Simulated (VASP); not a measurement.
Runs of VASP 6.6.1 on TaRu. Symmetry: Pm-3m, No. 221, cubic system. The conventional cell has a = 3.187 Å, b = 3.187 Å, c = 3.187 Å, α = 90.00°, β = 90.00°, γ = 90.00°. Ta (site symmetry m-3m) has 8 Ru at 2.76 Å as nearest neighbours. Ru (site symmetry m-3m) is surrounded by 8 Ta at 2.76 Å. 

```csv
task,cell,k mesh,cutoff (eV),smearing,gap on the mesh (eV),pressure (GPa),relaxed volume (Å³/atom)
single point,"Pm-3m, 16.19 Å³/atom",6 × 6 × 6,520,gaussian 0.1 eV,none,-15.3,-
relaxation of cell and atoms,relaxed from: cell and atoms relaxed tightly for response,14 × 14 × 14,600,fermi-dirac 0.15 eV,none,0.0,15.25
single point,"Pm-3m, 15.16 Å³/atom",14 × 14 × 14,520,gaussian 0.1 eV,none,1.1,-
relaxation of cell and atoms,relaxed,14 × 14 × 14,600,gaussian 0.1 eV,none,0.0,(a)
single point,cell and atoms relaxed tightly for response,14 × 14 × 14,520,fermi-dirac 0.15 eV,none,1.1,-
```

Alike in all rows: level LDA; potentials or basis VASP PAW LDA potentials, release 64 (Ta_pv, Ru_pv); no spin polarisation.

Problem. Fill in the values left out.

Solution. (a) 15.21.

Caveats: so large a pressure means that the cell lies far from this level's equilibrium, or that cutoff or potentials fall short (some runs).

A k mesh can miss the band edges, and the runs leave out spin-orbit coupling on Ru, Ta.

A gap of «none» marks a metal or a gap under the smearing width.
